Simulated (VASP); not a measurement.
Level of theory: PBE GGA, VASP's PBE PAW potentials (set 64) (plane waves; VASP).

VASP ran on this input.

**INCAR**
```
SYSTEM = Ga3Cu
PREC = Accurate; ENCUT = 300; LREAL = .False.
LASPH = .True.
EDIFF = 1E-6; NELM = 100; ALGO = Normal
LMAXMIX = 4
ISMEAR = 0; SIGMA = 0.2
GGA = PE
ISIF = 2
LWAVE = .False.; LCHARG = .False.
```

File POSCAR:
```
Ga3Cu
1
   -1.8051600000     1.8051600000     4.0208930000
    1.8051600000    -1.8051600000     4.0208930000
    1.8051600000     1.8051600000    -4.0208930000
Ga Cu
3 1
Direct
  0.4989250000   0.5147220000   0.0153180000
  0.7520380000   0.2578640000   0.5119540000
  0.2552560000   0.7438090000   0.4990510000
 -0.0062190000  -0.0163950000  -0.0263230000
```

**KPOINTS**
```
Automatic mesh
0
Gamma
7 7 7
0 0 0
```

POTCAR, in this order: Ga_d Cu (PBE.64 set). Program: vasp_std.

The resulting files:

OUTCAR:
```
 ion  position               nearest neighbor table
   1  0.499  0.515  0.015-   4 2.45   4 2.49   4 2.62   3 2.65   4 2.66   2 2.68   3 2.69   2 2.70
                             2 2.71   2 2.72   3 2.72   3 2.75
   2  0.752  0.258  0.512-   3 2.51   3 2.52   3 2.59   3 2.60   4 2.66   4 2.66   1 2.68   1 2.70
                             1 2.71   4 2.71   1 2.72   4 2.79
   3  0.255  0.744  0.499-   2 2.51   2 2.52   2 2.59   2 2.60   1 2.65   4 2.66   4 2.68   1 2.69
                             4 2.72   1 2.72   4 2.75   1 2.75
   4  0.994  0.984  0.974-   1 2.45   1 2.49   1 2.62   2 2.66   2 2.66   1 2.66   3 2.66   3 2.68
                             2 2.71   3 2.72   3 2.75   2 2.79
  LATTYP: Found a body centered tetragonal cell.
 ALAT       =     3.6103200000
 C/A-ratio  =     2.2274441047
 Subroutine PRICEL returns:
 Original cell was already a primitive cell.
 Subroutine GETGRP returns: Found  1 space group operations
The static configuration has the point symmetry C_1 .
The dynamic configuration has the point symmetry C_1 .
 Subroutine INISYM returns: Found  1 space group operations
 Subroutine IBZKPT returns following result:
 Found    172 irreducible k-points:

 Following reciprocal coordinates:
            Coordinates               Weight
  0.000000  0.000000  0.000000      1.000000
  0.142857  0.000000 -0.000000      2.000000
...
```

File OSZICAR:
```
       N       E                     dE             d eps       ncg     rms          rms(c)
DAV:   1     0.292603654867E+03    0.29260E+03   -0.17317E+04 11070   0.245E+03
DAV:   2     0.182306158260E+02   -0.27437E+03   -0.26680E+03 10506   0.457E+02
DAV:   3    -0.122372553564E+02   -0.30468E+02   -0.29829E+02 11412   0.142E+02
DAV:   4    -0.129657796404E+02   -0.72852E+00   -0.72337E+00 11970   0.257E+01
DAV:   5    -0.129896173869E+02   -0.23838E-01   -0.23833E-01 13564   0.460E+00    0.120E+01
DAV:   6    -0.142840304882E+02   -0.12944E+01   -0.35566E+01 12850   0.104E+02    0.101E+01
DAV:   7    -0.113470187933E+02    0.29370E+01   -0.90991E+00 13852   0.611E+01    0.238E+00
DAV:   8    -0.113363366000E+02    0.10682E-01   -0.22211E+00 14742   0.253E+01    0.233E+00
DAV:   9    -0.112568312221E+02    0.79505E-01   -0.36763E-01 13616   0.116E+01    0.249E-01
DAV:  10    -0.112577005465E+02   -0.86932E-03   -0.23927E-02 12666   0.145E+00    0.117E-01
DAV:  11    -0.112575068024E+02    0.19374E-03   -0.15824E-03 13038   0.869E-01    0.477E-02
DAV:  12    -0.112574818030E+02    0.24999E-04   -0.35135E-04 13518   0.492E-01    0.101E-02
DAV:  13    -0.112574855483E+02   -0.37454E-05   -0.61233E-05 12938   0.162E-01    0.923E-03
DAV:  14    -0.112574840288E+02    0.15196E-05   -0.17497E-05 12132   0.876E-02    0.174E-03
DAV:  15    -0.112574841817E+02   -0.15292E-06   -0.24508E-06  7830   0.338E-02
   1 F= -.11257484E+02 E0= -.11244093E+02  d E =-.267828E-01
```

File OUTCAR:
```
------------------------ aborting loop because EDIFF is reached ----------------------------------------
  FORCE on cell =-STRESS in cart. coord.  units (eV):
  Direction    XX          YY          ZZ          XY          YZ          ZX
  --------------------------------------------------------------------------------------
  Total        9.3140472      9.4239878      7.1835672      0.0642079     -0.0294434     -0.1605922
  in kB      284.7312312    288.0921244    219.6022729      1.9628417     -0.9000875     -4.9093165
  external PRESSURE =     264.1418761 kB  Pullay stress =       0.0000000 kB
  volume of cell :       52.41
      direct lattice vectors                 reciprocal lattice vectors
    -1.805160000  1.805160000  4.020893000     0.000000000  0.276983758  0.124350486
     1.805160000 -1.805160000  4.020893000     0.276983758  0.000000000  0.124350486
     1.805160000  1.805160000 -4.020893000     0.276983758  0.276983758  0.000000000
 POSITION                                       TOTAL-FORCE (eV/Angst)
 -----------------------------------------------------------------------------------
      0.05617     -0.00086      4.01417        -0.649059     -0.092708      0.017007
      0.03210      1.81622      2.00220        -0.329446      0.029290      0.030879
      1.78278      0.01895      2.01050         0.447376     -0.078527     -0.006472
      1.73927      1.77601      4.03581         0.531129      0.141946     -0.041414
 -----------------------------------------------------------------------------------
    total drift:                               -0.000281     -0.000345     -0.000122
  FREE ENERGIE OF THE ION-ELECTRON SYSTEM (eV)
  ---------------------------------------------------
  free  energy   TOTEN  =       -11.2574841817 eV

  energy  without entropy=      -11.2307014275  energy(sigma->0) =      -11.24409280
```
(Selected blocks of OUTCAR.)

File OUTCAR:
```
 val. band max:        9.1037508777   @ k =   0.1429   0.1429   0.0000

 cond. band min:       9.1137274511   @ k =   0.2857   0.2857   0.1429


 Fermi energy:         9.1099079408

 k-point     1 :       0.0000    0.0000    0.0000
  band No.  band energies     occupation
      1      -6.8084      2.00000
      2      -6.6648      2.00000
      3      -6.6484      2.00000
      4      -6.4356      2.00000
      5      -6.4337      2.00000
      6      -6.3436      2.00000
      7      -6.3325      2.00000
      8      -6.2388      2.00000
      9      -6.1637      2.00000
     10      -6.1536      2.00000
     11      -6.0983      2.00000
     12      -6.0022      2.00000
     13      -5.9998      2.00000
     14      -5.9914      2.00000
     15      -5.7923      2.00000
     16      -4.2959      2.00000
     17       4.1355      2.00000
     18       4.7549      2.00000
     19       4.7624      2.00000
     20       4.9260      2.00000
     21       5.0264      2.00000
     22       5.3818      2.00000
     23       7.9520      2.00000
     24       9.5012      0.00566
     25       9.5102      0.00465
     26      10.1583      0.00000
     27      10.1830      0.00000
     28      10.2242      0.00000
     29      11.9445      0.00000
     30      12.8036      0.00000

 k-point     2 :       0.1429    0.0000   -0.0000
  band No.  band energies     occupation
      1      -6.7682      2.00000
      2      -6.6448      2.00000
      3      -6.6016      2.00000
      4      -6.4571      2.00000
      5      -6.4528      2.00000
      6      -6.3292      2.00000
      7      -6.3060      2.00000
      8      -6.2451      2.00000
      9      -6.1616      2.00000
     10      -6.1441      2.00000
     11      -6.1026      2.00000
     12      -6.0298      2.00000
     13      -6.0188      2.00000
     14      -5.9981      2.00000
     15      -5.8427      2.00000
     16      -4.0072      2.00000
     17       3.6445      2.00000
     18       4.4990      2.00000
...
```

At this cut-off the stress carries a Pulay error, which pulls relaxed volumes low.

The structure was generated: Ga3Cu was put into an ordered model structure, which need not be its known phase. The cell was not relaxed at this level, atoms are displaced from their ideal sites. The k-mesh is coarse (spacing up to 0.35 per Å, 2π included), so the numbers may not be converged in it.
